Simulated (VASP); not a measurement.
An input for Quantum ESPRESSO's pw.x (written as the equivalent of a VASP run, and not itself run):

```
&CONTROL
  calculation = 'scf'
  pseudo_dir = './pseudo'
  outdir = './out'
  tprnfor = .true.
  tstress = .true.
/
&SYSTEM
  ibrav = 0
  nat = 1
  ntyp = 1
  ecutwfc = 46
  occupations = 'tetrahedra'
  input_dft = 'pbesol'
/
&ELECTRONS
  conv_thr = 7.3e-09
  electron_maxstep = 100
/
ATOMIC_SPECIES
  Br 79.904 Br.upf
CELL_PARAMETERS angstrom
     0.0000000    2.2821709    2.2821709
     2.2821709    0.0000000    2.2821709
     2.2821709    2.2821709    0.0000000
ATOMIC_POSITIONS crystal
  Br   0.0000000  0.0000000  0.0000000
K_POINTS automatic
  15 15 15 0 0 0
```

Q: Translate this input to VASP (INCAR, KPOINTS, POSCAR, choice of POTCAR).

A: One answer among several that fit: 
KPOINTS:
```
Automatic mesh
0
Gamma
15 15 15
0 0 0
```

File POSCAR:
```
Br
1
    0.0000000000     2.2821708514     2.2821708514
    2.2821708514     0.0000000000     2.2821708514
    2.2821708514     2.2821708514     0.0000000000
Br
1
Direct
  0.0000000000   0.0000000000   0.0000000000
```

INCAR:
```
# general
SYSTEM  = Br
PREC    = Accurate
ENCUT   = 400   # plane-wave cut-off (eV)
LREAL   = .False.   # projection in real space or not
LASPH   = .True.

# electronic loop
EDIFF   = 1E-7   # SCF stop (eV)
NELM    = 100   # most electronic steps
ALGO    = Normal   # blocked Davidson
LMAXMIX = 4   # l cut-off of mixed one-centre charges

# smearing
ISMEAR  = -5   # tetrahedra, Bloechl

# functional
GGA     = PS

# ions
ISIF    = 2

# output
LWAVE   = .False.
LCHARG  = .True.
LORBIT  = 11   # lm-projected
NEDOS   = 601   # DOS grid
```

POTCAR, in this order: Br (PBE.64 set). Program: vasp_std.

What does not carry over: the potentials are each code's own (VASP's PAW set, PseudoDojo norm-conserving files in pw.x), so ENCUT and ecutwfc are chosen apart and not converted; conv_thr bounds pw.x's estimated SCF error, while EDIFF bounds the energy change between steps.

The structure was generated: Br was put into the fcc type (Fm-3m), which need not be its known phase. It was relaxed first, which changed the volume by -10 %.
